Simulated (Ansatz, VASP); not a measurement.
**Two plane-wave programs on Ta4O**

```
Ta O
1.0
     2.96957   -4.66596    0.00000
     2.96957    4.66596    0.00000
    -0.62235    0.00000    2.83732
Ta O
4 1
Direct
  0.25481 0.74519 0.00000
  0.78070 0.78070 0.59676
  0.74519 0.25481 0.00000
  0.21930 0.21930 0.40324
  0.50000 0.50000 0.00000
```

Change from the starting cell: the structure that the rattled cell fell into.

Alike in both runs: task single point; functional PBE; k mesh 4 × 4 × 6; occupations gaussian, width 0.1 eV; no spin polarisation.

```csv
,VASP,Ansatz
version,VASP 6.6.1,Ansatz 0.2.0
potentials or method,"VASP PAW PBE potentials, release 64 (Ta_pv, O)","scalar-relativistic, plane waves, PAW"
plane-wave cutoff (eV),520,420
valence electrons in the cell,50,58
```

VASP gave:

| Property | Result |
| --- | --- |
| gap on the k mesh at the Fermi level (eV) | none |
| pressure (GPa) | 0.3 |
| largest component of the traceless stress (GPa) | 0.29 |
| rms of the force components (eV/Å) | 0.019 |

Q: What did Ansatz give for the same quantities?

A: gap on the k mesh at the Fermi level (eV): none; pressure (GPa): 0.0; largest component of the traceless stress (GPa): 0.27; rms of the force components (eV/Å): 0.019.

Atom by atom the forces differ by 0.021 eV/Å (rms over components). A gap of «none» marks a metal or a gap that the smearing closes. The functional is the same, so the differences come from potentials, cutoffs and numerics. The two sets of potentials don't hold the same shells in valence.

Caveats: the k mesh is coarse (spacing up to 0.37 Å⁻¹), so the values aren't converged. The runs have no spin-orbit coupling, so splittings on Ta are missing.
